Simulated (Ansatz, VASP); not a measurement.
**Two plane-wave programs on NbTe**

INCAR

```
PREC = Accurate
ENCUT = 520
EDIFF = 1E-7
ISMEAR = -1
SIGMA = 0.05
LREAL = False
LASPH = True
NELM = 100
ALGO = Normal
ISIF = 2
LWAVE = False
LCHARG = False
GGA = PS
NBANDS = 16
```

File KPOINTS:

```
regular mesh
0
Gamma
  7 7 6
```

Contents of POSCAR:

```
NbTe
1.0
    3.5548554111      0.0000000000      0.0000000000
   -1.7774277056      3.0785950929      0.0000000000
    0.0000000000      0.0000000000      3.6942110000
Te Nb
1 1
Direct
    0.6666666667      0.3333333333      0.0000000000
    0.0000000000      0.0000000000      0.5000000000
```

The input input.yaml:

```yaml
crystal:
  lattice:
    - [3.5548554111, 0.0, 0.0]
    - [-1.7774277056, 3.0785950929, 0.0]
    - [0.0, 0.0, 3.694211]
  atoms:
    - { symbol: Te, position: [0.6666666667, 0.3333333333, 0.0] }
    - { symbol: Nb, position: [0.0, 0.0, 0.5] }
hamiltonian:
  xc: pbesol
  pseudopotentials: { kind: paw }
kpoints:
  mp_grid: { grid: [7, 7, 6] }
  band_path:
    path:
      - [[0.0, 0.0, 0.0], [0.5, 0.0, 0.0], [0.3333333333, 0.3333333333, 0.0], [0.0, 0.0, 0.0], [0.0, 0.0, 0.5], [0.5, 0.0, 0.5], [0.3333333333, 0.3333333333, 0.5], [0.0, 0.0, 0.5]]
      - [[0.5, 0.0, 0.5], [0.5, 0.0, 0.0]]
      - [[0.3333333333, 0.3333333333, 0.0], [0.3333333333, 0.3333333333, 0.5]]
    npoints: 14
scf:
  occupations: { method: fermi_dirac, width: 0.05 }
  n_extra_bands: 6
output:
  forces: true
  stress: true
  eigenvalues: true
  fatbands: true
```

The cell comes from a database or a generator and needn't be the stable form of this composition.

Alike in both runs: functional PBEsol; k mesh 7 × 7 × 6; occupations fermi-dirac, width 0.05 eV; no spin polarisation.

```csv
,VASP,Ansatz
version,VASP 6.6.1,Ansatz 0.2.0
potentials or method,"VASP PAW PBE potentials, release 64 (Te, Nb_sv)",Ansatz PAW
plane-wave cutoff (eV),520,420
valence electrons in the cell,19,29
task,single point,band structure
```

Ansatz gave:

| Item | Value |
| --- | --- |
| gap on the k mesh at the Fermi level (eV) | none |
| pressure (GPa) | 4.7 |
| largest component of the traceless stress (GPa) | 1.22 |

Task: Estimate VASP's values.

Result: gap on the k mesh at the Fermi level (eV): none; pressure (GPa): 4.6; largest component of the traceless stress (GPa): 1.27.

A gap of «none» marks a metal or a gap that the smearing closes. The two sets of potentials don't hold the same shells in valence.

Caveats: the PAW data sets were made with another functional, which shifts forces and pressure a little (VASP); spin-orbit coupling is left out, which moves the levels of the heavy elements (Ansatz); the PAW data sets come from PBE, with cores solved anew for the run's functional, which leaves a small shift of forces and pressure (Ansatz). The runs have no spin-orbit coupling, so splittings on Te are missing.
